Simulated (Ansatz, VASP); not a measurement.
## Si9N8O6 (random packing of 40Si3N4-60SiO2 (mol %)) in two plane-wave programs

One calculation is typed for both programs; each brings its own data sets. How far apart do they land? The cell is taken from a series of runs on this material, whose earlier steps may have relaxed, scaled, displaced or heated it; both programs get it as it stands.

Calculated with Ansatz 0.2.0; plane waves, with VASP 6.6.1 beside it; single point at PBE.

## Step 1: The structure

The cell holds 138 atoms: 54 Si, 48 N and 36 O. Its edges and angles: a = 19.401 Å, b = 9.700 Å, c = 9.700 Å, α = 90.0°, β = 90.0°, γ = 90.0°. As first built, before any earlier steps moved the atoms (in the runner's words): 69 atoms (27 Si, 24 N, 18 O) packed at random in a cube at 2.52 g/cm^3 and pushed apart as soft spheres, cations and anions kept from their own kind; a start for melting by ab initio MD, not an equilibrated structure. The cell was repeated 2 x 1 x 1. Then every atom was moved at random, 0.03 A r.m.s. a Cartesian component (hydrogen 0.6 of that).

## Step 2: VASP: single point, PBE

A single point gives forces, pressure and levels at one fixed geometry, so differences don't come from the geometry; what else differs is listed under the comparison.

Lines of VASP's logs that name or quote its potential files are left out, and so is its time.

File INCAR:

```
SYSTEM = Si9N8O6
PREC = Accurate
ENCUT = 520
EDIFF = 1E-06
NELM = 120
ISMEAR = -1
SIGMA = 0.05
LREAL = Auto
ALGO = Normal
GGA = PE
NBANDS = 432
LORBIT = 11
LWAVE = .FALSE.
LCHARG = .FALSE.
ISIF = 2
LASPH = .TRUE.
GGA_COMPAT = .FALSE.
```

File POSCAR:

```
Si9N8O6
1.0
   19.4006000000      0.0000000000      0.0000000000
    0.0000000000      9.7003000000      0.0000000000
    0.0000000000      0.0000000000      9.7003000000
Si N O
54 48 36
Direct
    0.1241000000      0.1768500000      0.4368600000
    0.3654300000      0.8448500000      0.4148700000
    0.1153800000      0.5713100000      0.1219200000
    0.4763700000      0.7589600000      0.1826600000
    0.0815400000      0.8869900000      0.4391000000
    0.3296000000      0.0752500000      0.5643300000
    0.0303500000      0.2849100000      0.5881500000
    0.2324600000      0.7484900000      0.4390800000
    0.2358800000      0.0484600000      0.2607800000
    0.2240700000      0.4125300000      0.3260800000
    0.0804800000      0.2567700000      0.0695700000
    0.2248500000      0.5704500000      0.9569800000
    0.1040600000      0.6034600000      0.4518100000
    0.3657300000      0.5677600000      0.0331300000
    0.4805900000      0.0126600000      0.0468500000
    0.3904700000      0.8418600000      0.7220400000
    0.3769000000      0.5532600000      0.6895400000
    0.3378000000      0.3317400000      0.1974800000
    0.3182800000      0.3039500000      0.7492200000
    0.1554300000      0.9201200000      0.9947000000
    0.3549800000      0.8993100000      0.9801100000
    0.3657100000      0.0592300000      0.2020600000
    0.1790100000      0.3125800000      0.6367200000
    0.4848900000      0.2472800000      0.8427400000
    0.0637800000      0.4662600000      0.8908100000
    0.4665400000      0.4635900000      0.1763700000
    0.1601800000      0.7410200000      0.7451800000
    0.6232800000      0.1831200000      0.4285000000
    0.8651700000      0.8432300000      0.4058400000
    0.6160900000      0.5677700000      0.1224500000
[... 102 atom lines left out ...]
    0.8058800000      0.0918000000      0.9763200000
    0.6586600000      0.9802600000      0.4192300000
    0.5327900000      0.7256100000      0.7962400000
    0.8497000000      0.7805400000      0.1196100000
    0.9287200000      0.0429600000      0.3288700000
    0.6413600000      0.1316500000      0.9233700000
```

File KPOINTS:

```
Automatic mesh
0
Gamma
1 1 1
0 0 0
```

PAW data sets: Si, N and O (PBE family, release 64).

Run with:

```console
export OMP_NUM_THREADS=3
mpirun -np 1 vasp_gam
```

Numbers of over 12 decimals in the logs are rounded to 6 here.

What it wrote:

```text
[banner, memory and clock lines left out]
running    1 mpi-ranks, on    1 nodes
[...]
Offloading initialized ...    1 GPUs detected
[...]
LDA part: xc-table for (Slater+PW92), standard interpolation
 POSCAR, INCAR and KPOINTS ok, starting setup
[...]
entering main loop
       N       E                     dE             d eps       ncg     rms          rms(c)
DAV:   1     0.508725357119E+04    0.50873E+04   -0.36810E+05   864   0.150E+03
DAV:   2    -0.259575088613E+03   -0.53468E+04   -0.50354E+04  1064   0.328E+02
DAV:   3    -0.850092915689E+03   -0.59052E+03   -0.55861E+03  1056   0.107E+02
DAV:   4    -0.872878278113E+03   -0.22785E+02   -0.22340E+02  1104   0.216E+01
[...]
DAV:  30    -0.767822674485E+03   -0.79061E-06   -0.24818E-05  1272   0.978E-03    0.216E-02
DAV:  31    -0.767822674337E+03    0.14785E-06   -0.13213E-05  1176   0.686E-03    0.144E-02
DAV:  32    -0.767822674797E+03   -0.45967E-06   -0.62895E-06   792   0.472E-03
   1 F= -.76782267E+03 E0= -.76745254E+03  d E =-.740276E+00
```

Parts of OUTCAR (step 2):

```text
  FREE ENERGIE OF THE ION-ELECTRON SYSTEM (eV)
  ---------------------------------------------------
  free  energy   TOTEN  =      -767.8226747971 eV

  energy  without entropy=     -767.0823989959  energy(sigma->0) =     -767.45253690

[... 2 further parts left out ...]
[key lines of the parts left out:]
E-fermi :   4.0896
```

The run ends at a pressure of -19.25 GPa, with forces up to 5.5 eV/Å.

## Step 3: Ansatz: single point, PBE

Ansatz runs on its default PAW (the set named soft_2) files.

The same cell, functional, mesh and smearing now go to Ansatz, which takes its cutoff from its data sets.

File input.yaml:

```yaml
crystal:
  lattice:
    - [19.4006, 0.0, 0.0]
    - [0.0, 9.7003, 0.0]
    - [0.0, 0.0, 9.7003]
  atoms:
    - { symbol: Si, position: [0.1241, 0.17685, 0.43686] }
    - { symbol: Si, position: [0.36543, 0.84485, 0.41487] }
    - { symbol: Si, position: [0.11538, 0.57131, 0.12192] }
    - { symbol: Si, position: [0.47637, 0.75896, 0.18266] }
    - { symbol: Si, position: [0.08154, 0.88699, 0.4391] }
    - { symbol: Si, position: [0.3296, 0.07525, 0.56433] }
    - { symbol: Si, position: [0.03035, 0.28491, 0.58815] }
    - { symbol: Si, position: [0.23246, 0.74849, 0.43908] }
    - { symbol: Si, position: [0.23588, 0.04846, 0.26078] }
    - { symbol: Si, position: [0.22407, 0.41253, 0.32608] }
    - { symbol: Si, position: [0.08048, 0.25677, 0.06957] }
    - { symbol: Si, position: [0.22485, 0.57045, 0.95698] }
    - { symbol: Si, position: [0.10406, 0.60346, 0.45181] }
    - { symbol: Si, position: [0.36573, 0.56776, 0.03313] }
    - { symbol: Si, position: [0.48059, 0.01266, 0.04685] }
    - { symbol: Si, position: [0.39047, 0.84186, 0.72204] }
    - { symbol: Si, position: [0.3769, 0.55326, 0.68954] }
    - { symbol: Si, position: [0.3378, 0.33174, 0.19748] }
    - { symbol: Si, position: [0.31828, 0.30395, 0.74922] }
    - { symbol: Si, position: [0.15543, 0.92012, 0.9947] }
    - { symbol: Si, position: [0.35498, 0.89931, 0.98011] }
    - { symbol: Si, position: [0.36571, 0.05923, 0.20206] }
    - { symbol: Si, position: [0.17901, 0.31258, 0.63672] }
    - { symbol: Si, position: [0.48489, 0.24728, 0.84274] }
    - { symbol: Si, position: [0.06378, 0.46626, 0.89081] }
    - { symbol: Si, position: [0.46654, 0.46359, 0.17637] }
    - { symbol: Si, position: [0.16018, 0.74102, 0.74518] }
    - { symbol: "N", position: [0.24014, 0.86412, 0.2397] }
    - { symbol: "N", position: [0.14293, 0.56889, 0.88531] }
    - { symbol: "N", position: [0.2776, 0.13542, 0.75015] }
    - { symbol: "N", position: [0.01964, 0.50298, 0.43587] }
    - { symbol: "N", position: [0.49531, 0.73506, 0.54504] }
    - { symbol: "N", position: [0.07746, 0.22057, 0.73701] }
    - { symbol: "N", position: [0.11927, 0.49337, 0.28381] }
    - { symbol: "N", position: [0.19661, 0.4328, 0.08839] }
    - { symbol: "N", position: [0.08278, 0.94213, 0.7351] }
    - { symbol: "N", position: [0.44367, 0.86533, 0.89337] }
    - { symbol: "N", position: [0.01366, 0.83447, 0.33139] }
    - { symbol: "N", position: [0.42584, 0.11585, 0.89006] }
    - { symbol: "N", position: [0.09387, 0.75778, 0.10889] }
    - { symbol: "N", position: [0.47233, 0.57991, 0.02876] }
    - { symbol: "N", position: [0.16154, 0.21067, 0.22522] }
    - { symbol: "N", position: [0.3997, 0.2153, 0.64134] }
    - { symbol: "N", position: [0.0566, 0.02236, 0.19805] }
    - { symbol: "N", position: [0.3751, 0.66398, 0.45533] }
    - { symbol: "N", position: [0.21606, 0.69454, 0.61061] }
    - { symbol: "N", position: [0.23013, 0.46002, 0.68083] }
    - { symbol: "N", position: [0.3212, 0.73453, 0.7414] }
    - { symbol: "N", position: [0.22425, 0.84248, 0.83457] }
    - { symbol: "N", position: [0.09883, 0.57105, 0.65027] }
    - { symbol: "N", position: [0.0382, 0.28859, 0.30635] }
    - { symbol: O, position: [0.41974, 0.36732, 0.37533] }
    - { symbol: O, position: [0.21474, 0.1671, 0.49717] }
    - { symbol: O, position: [0.26281, 0.58091, 0.35773] }
    - { symbol: O, position: [0.3232, 0.13983, 0.39617] }
    - { symbol: O, position: [0.4351, 0.96685, 0.61227] }
    - { symbol: O, position: [0.13001, 0.34952, 0.49041] }
    - { symbol: O, position: [0.33825, 0.44564, 0.86267] }
    - { symbol: O, position: [0.04919, 0.03985, 0.52866] }
    - { symbol: O, position: [0.44504, 0.26501, 0.12819] }
    - { symbol: O, position: [0.47798, 0.46858, 0.75577] }
    - { symbol: O, position: [0.21116, 0.31002, 0.87248] }
    - { symbol: O, position: [0.23635, 0.93403, 0.61407] }
    - { symbol: O, position: [0.3076, 0.08488, 0.97535] }
    - { symbol: O, position: [0.15882, 0.98231, 0.41718] }
    - { symbol: O, position: [0.03002, 0.73116, 0.79691] }
    - { symbol: O, position: [0.35061, 0.77754, 0.1159] }
    - { symbol: O, position: [0.4267, 0.04855, 0.33105] }
    - { symbol: O, position: [0.13982, 0.12988, 0.91785] }
    - { symbol: Si, position: [0.62328, 0.18312, 0.4285] }
    - { symbol: Si, position: [0.86517, 0.84323, 0.40584] }
    - { symbol: Si, position: [0.61609, 0.56777, 0.12245] }
    - { symbol: Si, position: [0.97718, 0.76054, 0.1802] }
    - { symbol: Si, position: [0.58338, 0.89569, 0.43933] }
    - { symbol: Si, position: [0.83073, 0.08056, 0.57267] }
    - { symbol: Si, position: [0.52702, 0.28784, 0.59178] }
    - { symbol: Si, position: [0.73127, 0.75086, 0.43478] }
    - { symbol: Si, position: [0.73154, 0.05048, 0.26195] }
    - { symbol: Si, position: [0.72476, 0.40824, 0.32654] }
    - { symbol: Si, position: [0.57897, 0.25861, 0.0651] }
    - { symbol: Si, position: [0.72398, 0.57194, 0.96128] }
    - { symbol: Si, position: [0.60373, 0.60909, 0.45695] }
    - { symbol: Si, position: [0.86734, 0.57058, 0.0245] }
    - { symbol: Si, position: [0.97819, 0.01945, 0.04938] }
    - { symbol: Si, position: [0.89053, 0.84285, 0.719] }
    - { symbol: Si, position: [0.87461, 0.5521, 0.68714] }
    - { symbol: Si, position: [0.83951, 0.33814, 0.19066] }
    - { symbol: Si, position: [0.81931, 0.29702, 0.74507] }
    - { symbol: Si, position: [0.65533, 0.92684, 0.99515] }
    - { symbol: Si, position: [0.85983, 0.89199, 0.97561] }
    - { symbol: Si, position: [0.86669, 0.04864, 0.20137] }
    - { symbol: Si, position: [0.67498, 0.31109, 0.63938] }
    - { symbol: Si, position: [0.98688, 0.24509, 0.84598] }
    - { symbol: Si, position: [0.56371, 0.4661, 0.89605] }
    - { symbol: Si, position: [0.96673, 0.46553, 0.17583] }
    - { symbol: Si, position: [0.66093, 0.73899, 0.73937] }
    - { symbol: "N", position: [0.73889, 0.86642, 0.23922] }
    - { symbol: "N", position: [0.63975, 0.5704, 0.88587] }
    - { symbol: "N", position: [0.77599, 0.1419, 0.74857] }
    - { symbol: "N", position: [0.51798, 0.50225, 0.43447] }
    - { symbol: "N", position: [0.99048, 0.72505, 0.55551] }
    - { symbol: "N", position: [0.5759, 0.22381, 0.7287] }
    - { symbol: "N", position: [0.61696, 0.49619, 0.28321] }
    - { symbol: "N", position: [0.69839, 0.43, 0.08341] }
    - { symbol: "N", position: [0.58067, 0.9485, 0.74226] }
    - { symbol: "N", position: [0.9435, 0.86142, 0.88928] }
    - { symbol: "N", position: [0.51518, 0.83368, 0.33209] }
    - { symbol: "N", position: [0.92679, 0.11786, 0.89817] }
    - { symbol: "N", position: [0.59737, 0.7598, 0.10428] }
    - { symbol: "N", position: [0.97336, 0.57858, 0.03001] }
    - { symbol: "N", position: [0.66159, 0.21097, 0.22402] }
    - { symbol: "N", position: [0.89821, 0.22092, 0.64087] }
    - { symbol: "N", position: [0.55643, 0.02535, 0.20061] }
    - { symbol: "N", position: [0.87243, 0.66222, 0.4547] }
    - { symbol: "N", position: [0.71791, 0.69538, 0.6064] }
    - { symbol: "N", position: [0.73154, 0.4541, 0.67755] }
    - { symbol: "N", position: [0.8192, 0.72766, 0.75074] }
    - { symbol: "N", position: [0.72517, 0.84772, 0.83524] }
    - { symbol: "N", position: [0.5988, 0.56844, 0.65245] }
    - { symbol: "N", position: [0.53501, 0.29122, 0.30077] }
    - { symbol: O, position: [0.92003, 0.36797, 0.37702] }
    - { symbol: O, position: [0.71304, 0.17142, 0.4873] }
    - { symbol: O, position: [0.76267, 0.58013, 0.35328] }
    - { symbol: O, position: [0.82248, 0.14448, 0.39806] }
    - { symbol: O, position: [0.93603, 0.96501, 0.61137] }
    - { symbol: O, position: [0.62913, 0.34132, 0.4944] }
    - { symbol: O, position: [0.84145, 0.45211, 0.85979] }
    - { symbol: O, position: [0.54796, 0.03755, 0.52754] }
    - { symbol: O, position: [0.94631, 0.26169, 0.13207] }
    - { symbol: O, position: [0.97575, 0.47474, 0.75254] }
    - { symbol: O, position: [0.71113, 0.31467, 0.86393] }
    - { symbol: O, position: [0.7374, 0.92778, 0.61746] }
    - { symbol: O, position: [0.80588, 0.0918, 0.97632] }
    - { symbol: O, position: [0.65866, 0.98026, 0.41923] }
    - { symbol: O, position: [0.53279, 0.72561, 0.79624] }
    - { symbol: O, position: [0.8497, 0.78054, 0.11961] }
    - { symbol: O, position: [0.92872, 0.04296, 0.32887] }
    - { symbol: O, position: [0.64136, 0.13165, 0.92337] }
kpoints:
  mp_grid: { grid: [1, 1, 1] }
hamiltonian:
  xc: pbe
scf:
  occupations: { method: fermi_dirac, width: 0.05 }
output:
  forces: true
  eigenvalues: true
```

Run with:

```console
ansatz run input.yaml --threads 4 --pin off --max-ram 15872MiB --backend cpu --events-out ev --progress --plain --runs-dir out
```

What it wrote:

```text
Engine: ansatz 0.2.0, aarch64-unknown-linux-gnu
Pseudopotentials: kind: paw
Pseudopotential: Si, paw, valence charge 4, recommended cutoff 420 eV (normal), Si.paw.azcp
Pseudopotential: N, paw, valence charge 5, recommended cutoff 420 eV (normal), N.paw.azcp
Pseudopotential: O, paw, valence charge 6, recommended cutoff 420 eV (normal), O.paw.azcp
Functional definition: PBE
  parameter kappa = 0.804
  parameter beta = 0.066725
  exchange = pbe_x(kappa = kappa, mu = beta*pi^2/3)
  correlation = pbe_c(beta = beta)
Crystal: 138 atoms, lattice volume = 1825.515 Å³
Basis set: ecut = 420 eV, 35725 PW (Γ), exchange–correlation on 270×144×144 points (8 copies of the dense FFT grid, shifted against one another)
Bands: 474, of which v1, the nominal top of the filled ones, is band 336 counted from 1 (335 counted from 0)
Symmetry: 1 space group operations
Space group: P1 (ITA 1), of the structure as read, at distance tolerance 1.2e-4 Å
k-points: 1
Non-local potential: Si, projectors of the file, l = 0: 2, l = 1: 2, l = 2: 2
Non-local potential: N, projectors of the file, l = 0: 2, l = 1: 2, l = 2: 1
Non-local potential: O, projectors of the file, l = 0: 2, l = 1: 2, l = 2: 1
PAW form: soft (Blöchl's): semilocal exchange-correlation on the pseudo side does not see the compensation charge
PAW one-centre angular grid: Si, 110 points (default); XC on 64 Gauss nodes
PAW one-centre angular grid: N, 110 points (default); XC on 64 Gauss nodes
PAW one-centre angular grid: O, 110 points (default); XC on 64 Gauss nodes
Initial density: superposition of atomic densities (neutral atoms: chi_scale 0, normalization atom), corrected by the library's trained network
Initial wavefunctions: pseudopotential atomic-orbital guess
Functional: x = pbe(κ = 0.804, μ = 0.219515), c = pbe(β = 0.066725)
SCF iter   1: F=—  HF=-72997.981011 eV  |F-HF|=—  |Δ(HF+E_count)|=         —  Δρ=1.71e-2  dr2=9.30e0  ethr=1.77e-3  ⟨swp⟩=6.0  Hψ=2092  notcnv=0
preconditioner: auto → Kerker (q_TF=auto, 2.310 Å⁻¹)  [metal: Δε(μ)=0.064 eV  Ē_g=9.491 eV  σ=0.050 eV  W_gap=0.31  n_scr=370 (ndim 8)  ℏωp=22.5 eV  f_vac=0.006  D(μ)=75.92/eV (n_scr^D=624)]
SCF iter   2: F=—  HF=-72997.485315 eV  |F-HF|=—  |Δ(HF+E_count)|=   4.96e-1  Δρ=7.56e-3  dr2=2.48e0  ethr=1.38e-3  ⟨swp⟩=1.0  Hψ=546  notcnv=0
SCF iter   3: F=—  HF=-72997.310383 eV  |F-HF|=—  |Δ(HF+E_count)|=   1.75e-1  Δρ=1.76e-3  dr2=1.10e-1  ethr=3.69e-4  ⟨swp⟩=1.0  Hψ=386  notcnv=0  defer=36
SCF iter   4: F=—  HF=-72997.301425 eV  |F-HF|=—  |Δ(HF+E_count)|=   8.96e-3  Δρ=6.87e-4  dr2=2.88e-2  ethr=1.64e-5  ⟨swp⟩=1.0  Hψ=386  notcnv=0  defer=65
SCF iter   5: F=—  HF=-72997.299580 eV  |F-HF|=—  |Δ(HF+E_count)|=   1.84e-3  Δρ=2.51e-4  dr2=3.63e-3  ethr=4.28e-6  ⟨swp⟩=1.0  Hψ=386  notcnv=0  defer=65
SCF iter   6: F=—  HF=-72997.299513 eV  |F-HF|=—  |Δ(HF+E_count)|=   6.74e-5  Δρ=1.07e-4  dr2=3.56e-4  ethr=5.40e-7  ⟨swp⟩=3.0  Hψ=775  notcnv=0  defer=65
SCF iter   7: F=—  HF=-72997.299509 eV  |F-HF|=—  |Δ(HF+E_count)|=   3.55e-6  Δρ=4.73e-5  dr2=6.64e-5  ethr=5.30e-8  ⟨swp⟩=3.0  Hψ=720  notcnv=0  defer=65
SCF iter   8: F=—  HF=-72997.301522 eV  |F-HF|=—  |Δ(HF+E_count)|=   2.01e-3  Δρ=1.92e-5  dr2=1.19e-5  ethr=9.88e-9  ⟨swp⟩=3.0  Hψ=807  notcnv=0  defer=88
SCF iter   9: F=—  HF=-72997.301524 eV  |F-HF|=—  |Δ(HF+E_count)|=   1.62e-6  Δρ=7.42e-6  dr2=2.22e-6  ethr=1.77e-9  ⟨swp⟩=2.0  Hψ=550  notcnv=0  defer=88
SCF iter  10: F=—  HF=-72997.301524 eV  |F-HF|=—  |Δ(HF+E_count)|=   1.98e-7  Δρ=2.98e-6  dr2=3.09e-7  ethr=3.31e-10  ⟨swp⟩=2.0  Hψ=545  notcnv=0  defer=88
SCF iter  11: F=-72997.301524 eV  HF=-72997.301524 eV  |F-HF|=3.56e-8  |Δ(HF+E_count)|=   3.09e-8  Δρ=1.38e-6  dr2=6.78e-8  ethr=1.49e-11  ⟨swp⟩=11.0  Hψ=2033  notcnv=0
SCF 1 converged in 11 iterations: F = -72997.301524 eV  dr2 = 6.78e-8
  greatest PAW one-centre occupation: 0.889 electrons in one spin orbital (limit 2), on the O atom at site 130 (counted from 0), in its partial waves of l = 0
SCF converged after 11 iterations
Free energy (F): -72997.301524 eV
Harris-Foulkes:  -72997.301524 eV  (|F-HF|=3.56e-8)
Internal energy: -72996.563799 eV  (E = F + TS)
E sigma→0 (E₀):  -72996.932661 eV
Entropy (-TS):   -0.737725 eV (-5.346 meV/atom)
Fermi energy:    5.358570 eV
--- Per-component energies (eV) ---
  E_band       = -852.827865
  E_kinetic    = 14116.400544
  E_local      = -27707.325535  (includes V_loc(G=0)·N_el)
  E_nonlocal   = 5239.834794
  E_hartree    = 9491.709386
  E_xc         = -8314.551164
  E_vxc        = -9305.478564  (∫ρ·V_xc dr)
  E_paw        = -39342.474840  (= ΣΔE_a)
  E_vpaw       = -2179.769386  (= ΣTr[D̂ρ^β])
  E_aug_tail   = 0.087026  (compensation charges beyond the density's cutoff)
  E_ewald      = -26480.244011
  E_smearing   = -0.737725  (= −TS)
  E_closure    = 0.000000  (closes the sum)
  Σ components = -72997.301524   (vs F -72997.301524, Δ=0.00e0)
--- Forces (eV/Å), atoms counted from 1 ---
[...]
atom  57  O     -0.17069621    -1.14306516     2.12353993
  atom  58  O      1.16953709    -0.29139113    -1.07732055
  atom  59  O      1.78485976     0.61056850    -1.07364961
  atom  60  O     -0.58490303     2.98717145    -0.08935161
  atom  61  O      0.17702877    -1.59227805     1.24889518
  atom  62  O     -0.02986939     0.38534424    -2.16913930
  atom  63  O      1.95503567    -0.62489810    -1.01381954
  atom  64  O      0.87251820    -4.07996880     0.86351616
  atom  65  O     -2.56647999    -0.45095731    -1.57921664
  atom  66  O      0.98517265     1.29106622    -1.11716082
  atom  67  O      0.31128875    -0.06362072    -2.42259181
  atom  68  O     -1.50223986    -1.69449302    -2.40268692
  atom  69  O     -0.69325752    -1.60650967     2.73823764
  atom  70  Si     1.84985871    -3.44310914    -3.51514792
  atom  71  Si     0.98770968    -1.89157892     1.00649492
  atom  72  Si     1.35610852     1.61619421    -1.05914145
  atom  73  Si     2.72912763     1.12098919    -0.27126139
  atom  74  Si    -1.98817444     1.05893748     0.30502887
  atom  75  Si     0.07996785     1.84139967    -0.17882624
  atom  76  Si    -2.06266705     1.29722805    -1.04467161
  atom  77  Si     1.06980773    -1.20298472    -1.18073572
  atom  78  Si    -1.54068116    -0.30201032     0.91123829
  atom  79  Si    -0.72486041     2.22110075    -2.76026827
  atom  80  Si     2.41970017    -2.45216801     1.27271929
[...]
atom 131  O     -0.17568552     0.47088303    -2.35380886
  atom 132  O      1.77292739    -0.31434555    -0.97732472
  atom 133  O      0.82520025    -3.31032595     1.02175535
  atom 134  O     -1.61856083    -0.50876348    -1.68333419
  atom 135  O      0.81242417     1.28541928    -1.04313225
  atom 136  O      0.60207228     0.12524290    -2.56406710
  atom 137  O     -1.96525528    -1.49518806    -2.17368887
  atom 138  O     -0.95191744    -1.76404925     2.62744322
  max |Σ_I F_I| component: 1.29e-4 eV/Å
--- Band table (eV) ---
  k-point 0: bands = [... 332 lower, 5.2816, 5.2864, 5.3311, 5.3419, 5.3857, 5.3913, 5.3981, 5.4349, ... 134 higher]
```

(Continued in part 2 of 2.)

[Lines on the potential files, build, host, timing and source positions are cut from VASP's logs without a mark.]

[Logs are printed without paths, hosts, clocks, repeated set-up lines and the standing remarks that a program may print on its own settings, such as how far it seeks lower states.]

[Hosts, paths, dates, database ids (printed as entryN), source tags and the programs' standing remarks are cut or masked in the printed files.]
